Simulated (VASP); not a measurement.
```xyz
2
Lattice="1.6429 -2.8455 0.0000 1.6429 2.8455 0.0000 0.0000 0.0000 5.1027" Properties=species:S:1:pos:R:3 pbc="T T T"
Sc     1.6429     0.9485     1.2757
Sc     1.6429    -0.9485     3.8270
```

Computed with AM05 GGA, VASP's PBE PAW potentials (set 64) (plane waves; VASP). Run with 520 eV cut-off, 14×14×8 Γ-centred mesh, tetrahedra with Blöchl corrections, potentials Sc_sv.

Predict the energy per atom (σ→0), band gap (on the k-mesh) with the smallest direct gap where there is one.

```
Property                                                    Result
------------------------  ----------------------------------------
band gap (on the k-mesh)  none (metal, semimetal or under 0.01 eV)
energy per atom (σ→0)                               -6.396 eV/atom
```

Total energies compare only between runs with the same potentials, cut-off and functional.

The compound is Sc in the hcp structure. It was relaxed first.
